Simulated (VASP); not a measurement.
Consider the following.

```yaml
crystal:
  lattice:
    - [0.00000, 3.05000, 3.05000]
    - [3.05000, 0.00000, 3.05000]
    - [3.05000, 3.05000, 0.00000]
  atoms:
    - { symbol: Ga, position: [0.00000, 0.00000, 0.00000] }
    - { symbol: Sb, position: [0.25000, 0.25000, 0.25000] }
```

Method: PBE GGA, VASP's PBE PAW potentials (set 64) (plane waves; VASP 6.6.1). Numerical set-up: 400 eV cut-off, 7×7×7 Γ-centred mesh, Fermi-Dirac smearing of 0.50 eV, potentials Ga_d Sb.

Problem. Give the stress tensor in GPa (positive for a compressed cell).

Solution. 
```
3.60  0.00  0.00
0.00  3.60  0.00
0.00  0.00  3.60
```
The pressure is its mean diagonal, 3.60 GPa.

The compound is GaSb in the zinc blende structure. The cell was not relaxed at this level. The run is one of a series of settings (ISMEAR = -1, SIGMA = 0.5 against the base run), some of them coarse on purpose.
